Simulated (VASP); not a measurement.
Shape and ions are relaxed at each volume.

Here is the system:

```
Mg
1.0
    1.61157    -2.79133     0.00000
    1.61157     2.79133     0.00000
    0.00000     0.00000     5.20764
Mg
2
Cartesian
  1.61157   0.93044   1.30191
  1.61157  -0.93044   3.90573
```

Calculation: revPBE GGA, VASP's PBE PAW potentials (set 64) (plane waves; VASP). Numerical set-up: 520 eV cut-off, 13×13×7 Γ-centred mesh, first-order Methfessel-Paxton smearing of 0.10 eV, potentials Mg.

**Question.** Give the energy at these volumes per atom, relative to the lowest: 22.03, 22.74, 23.44, 24.14, 24.85 Å³.

**Answer.** 10.0, 2.3, 0.0, 2.2, 8.3 meV/atom. A third-order Birch-Murnaghan fit gives B0 = 34.5 GPa and B0′ = 4.4.

Measured: bulk modulus 38.6 GPa at 0 K (computed value off by -10.7 %), as given by K. Lejaeghere et al., Critical reviews in solid state and materials sciences/CRC critical reviews in solid state and materials sciences (2013), arXiv:1204.2733 [extrapolated to 0 K and zero-point effects removed (source: thermally corrected experimental values)].

The compound is Mg in the hcp structure. It was relaxed first.
